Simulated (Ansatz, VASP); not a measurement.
## Sr3B: VASP beside Ansatz

```
Sr B
1.0
     0.00000    4.30904    4.30904
     4.30904    0.00000    4.30904
     4.30904    4.30904    0.00000
Sr B
3 1
Cartesian
  4.3090 4.3090 4.3090
  2.1545 2.1545 2.1545
  6.4636 6.4636 6.4636
  0.0000 0.0000 0.0000
```

Alike in both runs: task relaxation of cell and atoms; functional PBE; k mesh 4 × 4 × 4; occupations gaussian, width 0.1 eV; no spin polarisation.

|  | VASP | Ansatz |
| --- | --- | --- |
| version | VASP 6.6.1 | Ansatz 0.2.0 |
| potentials or method | VASP PAW PBE potentials, release 64 (Sr_sv, B) | scalar-relativistic, plane waves, PAW |
| plane-wave cutoff (eV) | 600 | 420 |
| valence electrons in the cell | 33 | 33 |

Ansatz gave:

| Item | Value |
| --- | --- |
| gap on the k mesh at the Fermi level, each at its own relaxed structure (eV) | none |
| relaxed volume (Å³/atom) | 32.55 |
| relaxed cell length with the largest relative difference (Å) | 5.689 |
| energy change over the relaxation (meV/atom) | -50 |

Task: Which values does VASP return?

Result: gap on the k mesh at the Fermi level, each at its own relaxed structure (eV): none; relaxed volume (Å³/atom): 33.04; relaxed cell length with the largest relative difference (Å): 5.718; energy change over the relaxation (meV/atom): -49.

A gap of «none» marks a metal or a gap that the smearing closes.

Caveats: the volume moved by over 15 % at a fixed basis, so the end points are rough (VASP).
